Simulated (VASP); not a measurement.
All values below come from RPBE GGA, VASP's PBE PAW potentials (set 64) (plane waves; VASP).

Input for VASP

### POSCAR
```
C
1
    0.0000000000     1.7951053403     1.7951053403
    1.7951053403    -0.0000000000     1.7951053403
    1.7951053403     1.7951053403    -0.0000000000
C
2
Direct
  0.0000000000   0.0000000000   0.0000000000
  0.2500000000   0.2500000000   0.2500000000
```

### INCAR
```
# general
SYSTEM  =  C
PREC    =  Accurate
ENCUT   =  520
LREAL   =  .False.
LASPH   =  .True.

# electronic loop
EDIFF   =  1E-7
NELM    =  100
ALGO    =  Normal

# smearing
ISMEAR  =  -5

# functional
GGA     =  RP

# ions
ISIF    =  2

# output
LWAVE   =  .False.
LCHARG  =  .True.
LORBIT  =  11
NEDOS   =  601
```

### KPOINTS
```
Automatic mesh
0
Gamma
14 14 14
0 0 0
```

POTCAR, in this order: C (PBE.64 set). Program: vasp_std.

Output

OSZICAR:
```
       N       E                     dE             d eps       ncg     rms          rms(c)
DAV:   1    -0.237347539200E+00   -0.23735E+00   -0.50536E+03  1768   0.979E+02
DAV:   2    -0.176620489799E+02   -0.17425E+02   -0.17084E+02  2632   0.110E+02
DAV:   3    -0.177630205903E+02   -0.10097E+00   -0.10097E+00  1752   0.108E+01
DAV:   4    -0.177631728881E+02   -0.15230E-03   -0.15230E-03  2384   0.435E-01
DAV:   5    -0.177631729399E+02   -0.51740E-07   -0.51740E-07  1760   0.535E-03    0.556E+00
DAV:   6    -0.173627944343E+02    0.40038E+00   -0.29741E-01  1728   0.437E+00    0.338E+00
DAV:   7    -0.172322829685E+02    0.13051E+00   -0.33217E-01  2024   0.482E+00    0.722E-01
DAV:   8    -0.172346743909E+02   -0.23914E-02   -0.29797E-03  1808   0.599E-01    0.617E-02
DAV:   9    -0.172347307746E+02   -0.56384E-04   -0.29331E-04  2440   0.152E-01    0.325E-02
DAV:  10    -0.172347554772E+02   -0.24703E-04   -0.36494E-05  1696   0.704E-02    0.598E-03
DAV:  11    -0.172347553534E+02    0.12376E-06   -0.20637E-07  2408   0.514E-03    0.166E-03
DAV:  12    -0.172347553583E+02   -0.48728E-08   -0.82132E-08  1664   0.353E-03
   1 F= -.17234755E+02 E0= -.17234755E+02  d E =0.000000E+00
```

OUTCAR:
```
------------------------ aborting loop because EDIFF is reached ----------------------------------------
  FORCE on cell =-STRESS in cart. coord.  units (eV):
  Direction    XX          YY          ZZ          XY          YZ          ZX
  --------------------------------------------------------------------------------------
  Total       -0.0055704     -0.0055704     -0.0055704     -0.0000000      0.0000000      0.0000000
  in kB       -0.7714318     -0.7714318     -0.7714318     -0.0000000      0.0000000      0.0000000
  external PRESSURE =      -0.7714318 kB  Pullay stress =       0.0000000 kB
  volume of cell :       11.57
      direct lattice vectors                 reciprocal lattice vectors
     0.000000000  1.795105340  1.795105340    -0.278535186  0.278535186  0.278535186
     1.795105340  0.000000000  1.795105340     0.278535186 -0.278535186  0.278535186
     1.795105340  1.795105340  0.000000000     0.278535186  0.278535186 -0.278535186
 POSITION                                       TOTAL-FORCE (eV/Angst)
 -----------------------------------------------------------------------------------
      0.00000      0.00000      0.00000        -0.000000     -0.000000     -0.000000
      0.89755      0.89755      0.89755         0.000000      0.000000      0.000000
 -----------------------------------------------------------------------------------
    total drift:                                0.000000      0.000000      0.000000
  FREE ENERGIE OF THE ION-ELECTRON SYSTEM (eV)
  ---------------------------------------------------
  free  energy   TOTEN  =       -17.2347553583 eV

  energy  without entropy=      -17.2347553583  energy(sigma->0) =      -17.23475536

 total charge

# of ion       s       p       d       tot
------------------------------------------
    1        0.834   1.724   0.000   2.559
    2        0.834   1.724   0.000   2.559
--------------------------------------------------
tot          1.668   3.449   0.000   5.117
```
(Selected blocks of OUTCAR.)

The compound is C in the diamond structure. It was relaxed first.
